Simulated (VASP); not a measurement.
Input of a VASP 6.6.1 run:

The input INCAR:

```
PREC     = Accurate       # precision mode
ENCUT    = 520            # plane-wave cutoff, eV
EDIFF    = 1E-7           # SCF threshold, eV
ISMEAR   = 0              # smearing method
SIGMA    = 0.1            # smearing width, eV
LREAL    = F              # projectors in reciprocal space
LASPH    = T              # aspherical terms in the spheres
NELM     = 100            # most SCF steps
ALGO     = Fast           # electronic algorithm
ISIF     = 2              # what is computed and relaxed
LWAVE    = F              # write WAVECAR
LCHARG   = F              # write CHGCAR
GGA      = PE             # functional
NBANDS   = 12             # bands
```

KPOINTS

```
Automatic mesh
0
Gamma
  10 10 18
```

POSCAR

```
AlBN
1.0
    4.3350586889      0.0000000000      0.0000000000
    0.0000000000      4.3350586889      0.0000000000
    0.0000000000      0.0000000000      2.6623473163
Al B N
1 1 1
Direct
    0.0000000000      0.0000000000      0.0000000000
    0.5000000000      0.5000000000      0.0000000000
    0.5000000000      0.5000000000      0.5000000000
```

Potentials or basis: VASP PAW PBE potentials, release 64 (Al, B, N).

The run is started by

```bash
$ cat potpaw_PBE.64/Al/POTCAR potpaw_PBE.64/B/POTCAR potpaw_PBE.64/N/POTCAR > POTCAR
$ mpirun -np 1 vasp_std > vasp.out
```

Estimate the band gap on the k mesh.

none (metal or under the smearing width).

What does it give for the pressure?

-0.2 GPa.

Stress tensor (GPa, compression positive):
```
-0.10  0.00  0.00
 0.00 -0.10  0.00
 0.00  0.00 -0.45
```
